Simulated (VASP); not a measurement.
An input for Quantum ESPRESSO's pw.x (written as the equivalent of a VASP run, and not itself run):

```
&CONTROL
  calculation = 'vc-relax'
  pseudo_dir = './pseudo'
  outdir = './out'
  tprnfor = .true.
  tstress = .true.
  nstep = 30
  forc_conv_thr = 0.00039
/
&SYSTEM
  ibrav = 0
  nat = 2
  ntyp = 1
  ecutwfc = 96
  occupations = 'smearing'
  smearing = 'methfessel-paxton'
  degauss = 0.00735
  input_dft = 'pbesol'
  nspin = 2
  starting_magnetization(1) = 0.16
/
&ELECTRONS
  conv_thr = 7.3e-09
  electron_maxstep = 100
/
&IONS
/
&CELL
  cell_dofree = 'shape'
/
ATOMIC_SPECIES
  Co 58.933 Co.upf
CELL_PARAMETERS angstrom
     1.2397508   -2.1473115    0.0000000
     1.2397508    2.1473115    0.0000000
     0.0000000    0.0000000    3.9993540
ATOMIC_POSITIONS crystal
  Co   0.3333330  0.6666670  0.2500000
  Co   0.6666670  0.3333330  0.7500000
K_POINTS automatic
  17 17 9 0 0 0
```

### Question
Translate this input to VASP (INCAR, KPOINTS, POSCAR, choice of POTCAR).

### Answer
One answer among several that fit: 
KPOINTS:
```
Automatic mesh
0
Gamma
17 17 9
0 0 0
```

**INCAR**
```
SYSTEM = Co
PREC = Accurate
ENCUT = 520
EDIFF = 1E-7
NELM = 100
ALGO = Normal
LREAL = .FALSE.
LASPH = .TRUE.
ISMEAR = 1
SIGMA = 0.1
GGA = PS
LMAXMIX = 4
ISPIN = 2
MAGMOM = 1.6 1.6
LORBIT = 10
LWAVE = .FALSE.
LCHARG = .FALSE.
ISIF = 4
IBRION = 2
NSW = 30
EDIFFG = -0.01
```

**POSCAR**
```
Co
1.0
  1.2397507583  -2.1473115252   0.0000000000
  1.2397507583   2.1473115252   0.0000000000
  0.0000000000   0.0000000000   3.9993539531
Co
2
Direct
  0.3333330000   0.6666670000   0.2500000000
  0.6666670000   0.3333330000   0.7500000000
```

POTCAR, in this order: Co (PBE.64 set). Program: vasp_std.

The two are equivalent in intent, not identical: the potentials are each code's own (VASP's PAW set, PseudoDojo norm-conserving files in pw.x), so ENCUT and ecutwfc are chosen apart and not converted; conv_thr bounds pw.x's estimated SCF error, while EDIFF bounds the energy change between steps; starting_magnetization is a fraction of the valence charge and MAGMOM a moment in μB, so they match only roughly; forc_conv_thr acts on force components and is met together with etot_conv_thr.

The compound is Co in the hcp structure. This cell is one point of a volume scan, at 1.03 of the reference volume.
